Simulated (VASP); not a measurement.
## Ge: single point with PBE

**Measured values to compare with.**

From “Temperature-dependent photoluminescence in Ge: experiment and theory”, 2020, arxiv:2003.00143, for a bulk crystal of Ge at 0 K: band gap 0.744 eV (indirect).

The system is Ge.

```
Ge
1.0
     0.00000    2.82891    2.82891
     2.82891    0.00000    2.82891
     2.82891    2.82891    0.00000
Ge
2
Direct
  0.00000 0.00000 0.00000
  0.25000 0.25000 0.25000
```

| Item | Value |
| --- | --- |
| Program | VASP 6.6.1 |
| Task | single point |
| Functional | PBE |
| Potentials or basis | VASP PAW PBE potentials, release 64 (Ge_d) |
| Cutoff | 520 eV |
| k mesh | 10 × 10 × 10 |
| Occupations | gaussian, width 0.02 eV |
| Spin | no spin polarisation |
| Further INCAR settings | ALGO = Normal; EDIFF = 1e-07; NBANDS = 21 |

```json
{
 "Pressure": "3.5 GPa",
 "Band gap on the k mesh": "0.03 eV, direct"
}
```

Levels at points of the mesh, in eV from the valence-band top:
```
           k point  band 12  band 13  band 14  band 15  band 16  band 17
(0.00, 0.00, 0.00)     0.00     0.00     0.00     0.03     2.55     2.55
(0.50, 0.00, 0.00)    -7.60    -1.41    -1.41     0.18     3.75     3.75
(0.50, 0.50, 0.00)    -8.89    -3.07    -3.07     0.75     0.75     9.52
```

Wall time 40 s on 1 thread of AMD EPYC 7R13 Processor (Zen 3), with other jobs on the host, peak memory 0.15 GiB.

Against the measured gap of Ge, 0.744 eV (indirect; 0 K; “Temperature-dependent photoluminescence in Ge: experiment and theory”, 2020, arxiv:2003.00143), the calculated 0.03 eV is off by -0.71 eV. 3 values of this kind are on record (0.666 to 0.807 eV); this one was drawn at random among those near their median. Spin-orbit coupling on Ge is left out. The value is that of PBE on a finite k mesh, which can miss the band edges, without temperature or zero-point motion. Semilocal functionals fall short of measured gaps as a rule.
